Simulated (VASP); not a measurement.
Input:

```
CELL_PARAMETERS angstrom
      0.00000     2.78768     2.78768
      2.78768     0.00000     2.78768
      2.78768     2.78768     0.00000
ATOMIC_POSITIONS crystal
  Ca 0.00000 0.00000 0.00000
  S  0.50000 0.50000 0.50000
```

All values below come from PBE GGA, VASP's PBE PAW potentials (set 64) (plane waves; VASP). Run with 500 eV cut-off, 8×8×8 Γ-centred mesh, Gaussian smearing of 0.050 eV, potentials Ca_sv S.

### Question
Estimate the energy per atom (σ→0), pressure, band gap (on the k-mesh) with the smallest direct gap where there is one.

### Answer

* **band gap (on the k-mesh)**: 2.20 eV
* **smallest direct gap (on the k-mesh)**: 3.05 eV
* **energy per atom (σ→0)**: -5.157 eV/atom
* **pressure**: 4.99 GPa

The absolute energy has meaning only against runs of the same code, potentials and settings.

The compound is CaS in the rock salt structure. It was relaxed first under an external pressure of 5 GPa.
